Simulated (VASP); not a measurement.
# YPt3F2 (P6/mmm) in VASP: further runs, part 2 of 2

VASP 6.6.1. Earlier steps stand in the parts before.

**3. Single point, PBE (species swapped into the DyB2Ru3 type (P6/mmm, No. 191))**

INCAR

```
SYSTEM = YPt3F2
  PREC = Accurate
  ENCUT = 520
  EDIFF = 1E-6
  ISMEAR = 0
  SIGMA = 0.1
  LREAL = .False.
  LASPH = .True.
  NELM = 100
  ALGO = Fast
  ISIF = 2
  LWAVE = .False.
  LCHARG = .False.
  GGA = PE
  NBANDS = 36
```

KPOINTS

```
regular mesh
0
Gamma
  12 12 8
  0 0 0
```

POSCAR

```
YPt3F2
1.0
    4.8876425153      0.0000000000      0.0000000000
   -2.4438212577      4.2328225829      0.0000000000
    0.0000000000      0.0000000000      5.5398813714
Y Pt F
1 3 2
Direct
    0.0000000000      0.0000000000      0.0000000000
    0.5000000000      0.0000000000      0.5000000000
    0.5000000000      0.5000000000      0.5000000000
    0.0000000000      0.5000000000      0.5000000000
    0.3333333333      0.6666666667      0.0000000000
    0.6666666667      0.3333333333      0.0000000000
```

Potentials or basis: VASP PAW PBE potentials, release 64 (Y_sv, Pt, F).

The run is started by

```bash
cat potpaw_PBE.64/Y_sv/POTCAR potpaw_PBE.64/Pt/POTCAR potpaw_PBE.64/F/POTCAR > POTCAR
mpirun -np 1 vasp_std > vasp.out
```

OUTCAR:

```text
SYSTEM = YPt3F2
   PREC = Accurate
   ENCUT = 520
   EDIFF = 1E-6
   ISMEAR = 0
   LREAL = .False.
   LASPH = .True.
   NELM = 100
   ISIF = 2
   GGA = PE

 ion  position               nearest neighbor table
   1  0.000  0.000  0.000-   5 2.82   6 2.82   6 2.82   5 2.82   6 2.82   5 2.82   2 3.69   2 3.69
                             2 3.69   2 3.69   3 3.69   3 3.69   3 3.69   3 3.69   4 3.69   4 3.69
   2  0.500  0.000  0.500-   4 2.44   4 2.44   3 2.44   3 2.44   1 3.69   1 3.69   1 3.69   1 3.69

   3  0.500  0.500  0.500-   4 2.44   4 2.44   2 2.44   2 2.44   1 3.69   1 3.69   1 3.69   1 3.69

   4  0.000  0.500  0.500-   3 2.44   3 2.44   2 2.44   2 2.44   1 3.69   1 3.69   1 3.69   1 3.69

   5  0.333  0.667  0.000-   1 2.82   1 2.82   1 2.82
   6  0.667  0.333  0.000-   1 2.82   1 2.82   1 2.82

  LATTYP: Found a hexagonal cell.
 ALAT       =     4.8876425153
 C/A-ratio  =     1.1334465142

  Lattice vectors:

 A1 = (   4.8876425153,   0.0000000000,   0.0000000000)
 A2 = (  -2.4438212577,   4.2328225829,   0.0000000000)
 A3 = (   0.0000000000,   0.0000000000,   5.5398813714)

Analysis of symmetry for initial positions (statically):
=====================================================================
 Subroutine PRICEL returns:
 Original cell was already a primitive cell.

 Routine SETGRP: Setting up the symmetry group for a
 hexagonal supercell.

 Subroutine GETGRP returns: Found 24 space group operations
 (whereof 24 operations were pure point group operations)
 out of a pool of 24 trial point group operations.

The static configuration has the point symmetry D_6h.

Analysis of symmetry for dynamics (positions and initial velocities):
=====================================================================
 Subroutine PRICEL returns:
 Original cell was already a primitive cell.

 Routine SETGRP: Setting up the symmetry group for a
 hexagonal supercell.

 Subroutine GETGRP returns: Found 24 space group operations
 (whereof 24 operations were pure point group operations)
 out of a pool of 24 trial point group operations.

The dynamic configuration has the point symmetry D_6h.

 Subroutine INISYM returns: Found 24 space group operations
 (whereof 24 operations are pure point group operations),
 and found     1 'primitive' translations

----------------------------------------------------------------------------------------

                                     Primitive cell

  volume of cell :     114.6120

  direct lattice vectors                    reciprocal lattice vectors
     4.887642515  0.000000000  0.000000000     0.204597615  0.118124488  0.000000000
    -2.443821258  4.232822583  0.000000000     0.000000000  0.236248976  0.000000000
     0.000000000  0.000000000  5.539881371     0.000000000  0.000000000  0.180509280

  length of vectors
     4.887642515  4.887642515  5.539881371     0.236248976  0.236248976  0.180509280

  position of ions in fractional coordinates (direct lattice)
[... 39 lines left out ...]

 Found     95 irreducible k-points:

 Following reciprocal coordinates:
            Coordinates               Weight
  0.000000  0.000000  0.000000      1.000000
  0.083333  0.000000  0.000000      6.000000
  0.166667  0.000000  0.000000      6.000000
  0.250000  0.000000  0.000000      6.000000
  0.333333  0.000000  0.000000      6.000000
  0.416667  0.000000  0.000000      6.000000
[... 16 lines left out ...]
  0.250000  0.000000  0.125000     12.000000
  0.333333  0.000000  0.125000     12.000000
 [... further k-points ...]
   k-points           NKPTS =     95   k-points in BZ     NKDIM =     95   number of bands    NBANDS=     36
   number of dos      NEDOS =    301   number of ions     NIONS =      6
   total plane-waves  NPLWV =  54432
   dimension x,y,z NGX =    36 NGY =   36 NGZ =   42
   dimension x,y,z NGXF=    72 NGYF=   72 NGZF=   84
   ions per type =               1   3   2
   NGX,Y,Z   is equivalent  to a cutoff of  12.24, 12.24, 12.60 a.u.
   NGXF,Y,Z  is equivalent  to a cutoff of  24.49, 24.49, 25.21 a.u.
 SYSTEM =  YPt3F2
   PREC   = accura    normal or accurate (medium, high low for compatibility)
   ISTART =      0    job   : 0-new  1-cont  2-samecut
   ICHARG =      2    charge: 1-file 2-atom 10-const
   ISPIN  =      1    spin polarized calculation?
   LNONCOLLINEAR =      F non collinear calculations
   LSORBIT =      F    spin-orbit coupling
   LASPH  =      T    aspherical Exc in radial PAW
   ENCUT  =  520.0 eV  38.22 Ry    6.18 a.u.   9.09  9.09 10.30*2*pi/ulx,y,z
   NELM   =    100;   NELMIN=  2; NELMDL= -5     # of ELM steps
   EDIFF  = 0.1E-05   stopping-criterion for ELM
   LREAL  =      F    real-space projection
   EDIFFG = 0.1E-04   stopping-criterion for IOM
   NSW    =      0    number of steps for IOM
   IBRION =     -1    ionic relax: 0-MD 1-quasi-New 2-CG
   NFREE  =      0    steps in history (QN), initial steepest desc. (CG)
   ISIF   =      2    stress and relaxation
   ISYM   =      2    0-nonsym 1-usesym 2-fastsym
   POTIM  = 0.5000    time-step for ionic-motion
   TEBEG  =    0.0;   TEEND  =   0.0 temperature during run
   PSTRESS=    0.0 pullay stress
   NELECT =      55.0000    total number of electrons
   NUPDOWN=      -1.0000    fix difference up-down
   EMIN   =  10.00;   EMAX   =-10.00  energy-range for DOS
   EFERMI =   0.00;   METHOD = LEGACY
   ISMEAR =     0;   SIGMA  =   0.10  broadening in eV -4-tet -1-fermi 0-gaus
   EFERMI_NEDOS =   21; number of points for ismear=-14 and -15
   IALGO  =     68    algorithm
   IMIX   =      4    mixing-type and parameters
     AMIX     =   0.40;   BMIX     =  1.00
     AMIX_MAG =   1.60;   BMIX_MAG =  1.00
  volume/ion in A,a.u.               =      19.10       128.91
  Fermi-wavevector in a.u.,A,eV,Ry     =   1.281698  2.422058 22.350971  1.642750
  Thomas-Fermi vector in A             =   2.414053
   LORBIT       =      0    0 simple, 1 ext, 2 COOP (PROOUT), +10 PAW based schemes
   GGA     = PE    functional components
   LHFCALC =     F    Hartree Fock is set to
   AEXX    =    0.0000 exact exchange contribution
   IVDW    =     0    specifies the selected vdW correction
   LEPSILON=     F    determine dielectric tensor
   LRPA    =     F    only Hartree local field effects (RPA)
 non-spin polarized calculation
 RMM-DIIS sequential band-by-band and
 Gauss-broadening in eV      SIGMA  =   0.10
  energy-cutoff  :      520.00
  volume of cell :      114.61
 maximum number of plane-waves:      3112
   NGX = 19   NGY = 19   NGZ = 21

 number of electron      55.0000022 magnetization

 Free energy of the ion-electron system (eV)
  ---------------------------------------------------
  ext. energy  EPLUGINS =         0.00000000
  ---------------------------------------------------
  free energy    TOTEN  =       -33.27923421 eV

  energy without entropy =      -33.25332208  energy(sigma->0) =      -33.26627814

 E-fermi :   4.2649     XC(G=0): -10.4756

 val. band max:        4.2625077782   @ k =   0.1667   0.1667   0.5000
 cond. band min:       4.2805277515   @ k =   0.3333   0.0833   0.3750
 fundamental gap:      0.0180199733
 Fermi energy:         4.2648658695

 k-point     1 :       0.0000    0.0000    0.0000
  band No.  band energies     occupation
      1     -40.1615      2.00000
      2     -20.0032      2.00000
      3     -19.8728      2.00000
      4     -19.8728      2.00000
      5     -17.3609      2.00000
      6     -16.9956      2.00000
[... 925 lines left out ...]
     35       8.6980      0.00000
     36       8.9085      0.00000

 [... further k-points ...]

------------------------ aborting loop because EDIFF is reached ----------------------------------------

  FORCE on cell =-STRESS in cart. coord.  units (eV):
  Direction    XX          YY          ZZ          XY          YZ          ZX
  --------------------------------------------------------------------------------------
  -------------------------------------------------------------------------------------
  Total       -0.4024635     -0.4024635     -0.1130309      0.0000000     -0.0000000     -0.0000000
  in kB       -5.6260952     -5.6260952     -1.5800750      0.0000000     -0.0000000     -0.0000000
  external PRESSURE =      -4.2774218 kB  Pullay stress =       0.0000000 kB

 VOLUME and BASIS-vectors are now :
 -----------------------------------------------------------------------------
  energy-cutoff  :      520.00
  volume of cell :      114.61
      direct lattice vectors                 reciprocal lattice vectors
     4.887642515  0.000000000  0.000000000     0.204597615  0.118124488  0.000000000
    -2.443821258  4.232822583  0.000000000     0.000000000  0.236248976  0.000000000
     0.000000000  0.000000000  5.539881371     0.000000000  0.000000000  0.180509280

 POSITION                                       TOTAL-FORCE (eV/Angst)
 -----------------------------------------------------------------------------------
      0.00000      0.00000      0.00000         0.000000      0.000000      0.000000
      2.44382      0.00000      2.76994         0.000000      0.000000      0.000000
      1.22191      2.11641      2.76994         0.000000      0.000000      0.000000
     -1.22191      2.11641      2.76994         0.000000      0.000000      0.000000
     -0.00000      2.82188      0.00000        -0.000000      0.000000      0.000000
      2.44382      1.41094      0.00000         0.000000     -0.000000      0.000000
 -----------------------------------------------------------------------------------
    total drift:                               -0.000000      0.000000      0.000000

  FREE ENERGIE OF THE ION-ELECTRON SYSTEM (eV)
  ---------------------------------------------------
  free  energy   TOTEN  =       -33.2792342087 eV

  energy  without entropy=      -33.2533220795  energy(sigma->0) =      -33.26627814
```

Run time: 4.9 min. Hardware: 1 thread of Intel Xeon 6975P-C (Granite Rapids), shared host; peak memory 0.5 GiB.

What came out:

| Property | Result |
| --- | --- |
| Free energy | -33.2792 eV |
| Pressure | -0.4 GPa |
| Band gap on the k mesh | none (metal or under the smearing width) |

Stress tensor (GPa, compression positive):
```
-0.56  0.00  0.00
 0.00 -0.56  0.00
 0.00  0.00 -0.16
```

Caveat: an odd number of electrons without spin polarisation forces a metal; a magnetic or distorted state may lie lower.
